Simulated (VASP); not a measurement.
# Al$_{3}$Pd (ordered alloy cell): computed properties

The numbers are results of PBEsol GGA, VASP's PBE PAW potentials (set 64) (plane waves; VASP 6.6.1), not measurements.

* **space group**: R-3m (166)
* **cell**: a = 2.935 Å, b = 2.935 Å, c = 24.871 Å, α = 90.00°, β = 90.00°, γ = 120.00°
* **volume per atom**: 15.46 Å³/atom
* **band gap (over mesh and band path)**: none (metal, semimetal or under 0.01 eV)
* **density**: 5.03 g/cm³

```
CELL_PARAMETERS angstrom
      0.00000     2.07549     2.07549
      2.07549     0.00000     2.07549
      7.55379     7.55379     0.74817
ATOMIC_POSITIONS crystal
  Pd 0.00000 0.00000 0.00000
  Al 0.02025 0.02025 0.23482
  Al 0.00000 0.00000 0.50000
  Al 0.97975 0.97975 0.76518
```

The structure was generated: Al3Pd was put into an ordered model structure (R-3m), which need not be its known phase. It was relaxed first. Symmetry was kept, so distortions that lower it aren't found. The electron count is odd and the run is not spin-polarised, which forces a metal.
